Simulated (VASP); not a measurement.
Consider the following.

```xyz
2
Lattice="0.0000 3.0243 3.0243 3.0243 0.0000 3.0243 3.0243 3.0243 0.0000" Properties=species:S:1:pos:R:3 pbc="T T T"
La     0.0000     0.0000     0.0000
B      1.5121     1.5121     1.5121
```

Method: PBE GGA, VASP's PBE PAW potentials (set 64) (plane waves; VASP). Numerical set-up: 520 eV cut-off, Gaussian smearing of 0.050 eV, potentials La B.

Q: Give the energies of bands 5 to 10 at the high-symmetry points, in eV from the Fermi level.

A: 
```json
[
 {"band": "5", "Γ": "-5.78", "X": "-4.42", "U": "-4.38", "L": "-4.80", "W": "-4.32"},
 {"band": "6", "Γ": "-0.74", "X": "-1.74", "U": "-1.16", "L": "-0.25", "W": "-0.77"},
 {"band": "7", "Γ": "-0.74", "X": "1.16", "U": "0.70", "L": "-0.25", "W": "-0.11"},
 {"band": "8", "Γ": "-0.74", "X": "1.16", "U": "0.73", "L": "-0.12", "W": "0.90"},
 {"band": "9", "Γ": "1.85", "X": "1.74", "U": "1.49", "L": "2.41", "W": "1.72"},
 {"band": "10", "Γ": "2.90", "X": "2.83", "U": "2.84", "L": "2.80", "W": "2.89"}
]
```

It has no gap at this level: it comes out as a metal or semimetal.

The structure was generated: LaB was put into the zinc blende type (F-43m), which need not be its known phase. It was relaxed first, which changed the volume by -27 %.
